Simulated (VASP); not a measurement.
Consider the following.

```
CELL_PARAMETERS angstrom
      3.40259     0.00000     0.00000
     -1.70129     2.94673     0.00000
      0.00000     0.00000    10.68150
ATOMIC_POSITIONS crystal
  Ge 0.33333 0.66667 0.25000
  Ge 0.66667 0.33333 0.75000
  S  0.33333 0.66667 0.60750
  S  0.66667 0.33333 0.10750
  S  0.66667 0.33333 0.39250
  S  0.33333 0.66667 0.89250
```

These are PBEsol GGA, VASP's PBE PAW potentials (set 64) (plane waves; VASP 6.6.1) values and carry that method's errors. Numerical set-up: 400 eV cut-off, Gaussian smearing of 0.050 eV, potentials Ge_d S.

Without a dispersion term in the relaxation, distances and binding between the weakly bound layers, chains or molecules are unreliable, and so is what depends on them.

### Question
Estimate the band gap (along the path) with the smallest direct gap where there is one.

### Answer

band gap (along the path): none (metal, semimetal or under 0.01 eV)

Only differences to runs with the same potentials and settings are physical.

The structure was generated: GeS2 was put into the 2H-MoS2 type (P6_3/mmc), which need not be its known phase. It was relaxed first, which changed the volume by +19 %.
